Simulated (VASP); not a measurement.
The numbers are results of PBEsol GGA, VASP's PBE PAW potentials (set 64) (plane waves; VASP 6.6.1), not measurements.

Input for VASP

KPOINTS:
```
kpoints
0
gamma
  10 10 10
```

### POSCAR
```
Rb
1
   -0.0000000000     3.5196698913     3.5196698913
    3.5196698913     0.0000000000     3.5196698913
    3.5196698913     3.5196698913     0.0000000000
Rb
1
Direct
  0.0000000000   1.0000000000   0.0000000000
```

### INCAR
```
LCHARG = .TRUE.
ALGO = Normal   # blocked Davidson
PREC = Accurate
LASPH = .TRUE.
LREAL = .FALSE.   # projection in real space or not
ISMEAR = -5
LMAXMIX = 4   # l cut-off of mixed one-centre charges
LWAVE = .FALSE.
NELM = 100
NEDOS = 601   # DOS grid
ISIF = 2   # forces and stress, cell fixed
LORBIT = 11   # lm-projected
ENCUT = 400
SYSTEM = Rb
GGA = PS   # PBEsol
EDIFF = 1E-7
```

POTCAR, in this order: Rb_sv (PBE.64 set). Program: vasp_std.

The resulting files:

**OSZICAR**
```
       N       E                     dE             d eps       ncg     rms          rms(c)
DAV:   1     0.410343159599E+02    0.41034E+02   -0.29828E+03   752   0.673E+02
DAV:   2     0.108463591509E+01   -0.39950E+02   -0.39748E+02   816   0.133E+02
DAV:   3    -0.968299845048E+00   -0.20529E+01   -0.20518E+01  1016   0.345E+01
DAV:   4    -0.102499726594E+01   -0.56697E-01   -0.56703E-01  1168   0.469E+00
DAV:   5    -0.102560927505E+01   -0.61201E-03   -0.61255E-03  1144   0.369E-01    0.111E+00
DAV:   6    -0.102504351579E+01    0.56576E-03   -0.22503E-03  1184   0.316E-01    0.676E-01
DAV:   7    -0.102516273728E+01   -0.11922E-03   -0.38977E-03   968   0.419E-01    0.522E-02
DAV:   8    -0.102522946337E+01   -0.66726E-04   -0.13937E-04  1008   0.120E-01    0.172E-02
DAV:   9    -0.102523592074E+01   -0.64574E-05   -0.69766E-06  1256   0.254E-02    0.505E-03
DAV:  10    -0.102523559768E+01    0.32306E-06   -0.34659E-06  1120   0.121E-02    0.748E-04
DAV:  11    -0.102523562998E+01   -0.32305E-07   -0.75380E-08   800   0.220E-03
   1 F= -.10252356E+01 E0= -.10252356E+01  d E =0.000000E+00
```

### OUTCAR
```
------------------------ aborting loop because EDIFF is reached ----------------------------------------
  FORCE on cell =-STRESS in cart. coord.  units (eV):
  Direction    XX          YY          ZZ          XY          YZ          ZX
  --------------------------------------------------------------------------------------
  Total       -0.0141112     -0.0141112     -0.0141112     -0.0000000      0.0000000      0.0000000
  in kB       -0.2592617     -0.2592617     -0.2592617     -0.0000000      0.0000000      0.0000000
  external PRESSURE =      -0.2592617 kB  Pullay stress =       0.0000000 kB
  volume of cell :       87.20
      direct lattice vectors                 reciprocal lattice vectors
     0.000000000  3.519669891  3.519669891    -0.142058777  0.142058777  0.142058777
     3.519669891  0.000000000  3.519669891     0.142058777 -0.142058777  0.142058777
     3.519669891  3.519669891  0.000000000     0.142058777  0.142058777 -0.142058777
 POSITION                                       TOTAL-FORCE (eV/Angst)
 -----------------------------------------------------------------------------------
      0.00000      0.00000      0.00000         0.000000     -0.000000     -0.000000
 -----------------------------------------------------------------------------------
    total drift:                                0.000000      0.000000      0.000000
  FREE ENERGIE OF THE ION-ELECTRON SYSTEM (eV)
  ---------------------------------------------------
  free  energy   TOTEN  =        -1.0252356300 eV

  energy  without entropy=       -1.0252356300  energy(sigma->0) =       -1.02523563

 total charge

# of ion       s       p       d       tot
------------------------------------------
    1        1.963   5.326   0.005   7.295
```
(Selected blocks of OUTCAR.)

For a metal the tetrahedron method with Blöchl corrections gives inexact stress and forces.

The structure was generated: Rb was put into the fcc type (Fm-3m), which need not be its known phase. It was relaxed first.
